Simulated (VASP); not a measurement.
Input:

```yaml
crystal:
  lattice:
    - [1.86337, -3.22745, 0.00000]
    - [1.86337, 3.22745, 0.00000]
    - [0.00000, 0.00000, 6.10696]
  atoms:
    - { symbol: Zn, position: [0.66667, 0.33333, 0.50018] }
    - { symbol: Zn, position: [0.33333, 0.66667, 0.00018] }
    - { symbol: S, position: [0.66667, 0.33333, 0.87482] }
    - { symbol: S, position: [0.33333, 0.66667, 0.37482] }
```

Method: PBEsol GGA, VASP's PBE PAW potentials (set 64) (plane waves; VASP 6.6.1). Numerical set-up: 480 eV cut-off, 6×6×4 Γ-centred mesh, Gaussian smearing of 0.050 eV, potentials Zn S.

### Question
Give the stress tensor in GPa (positive for a compressed cell).

### Answer

```
4.14  0.00  0.00
0.00  4.14  0.00
0.00  0.00  4.29
```
The pressure is its mean diagonal, 4.19 GPa.

The compound is ZnS in the wurtzite structure, the high-temperature form. This cell was strained or had an atom moved on purpose.
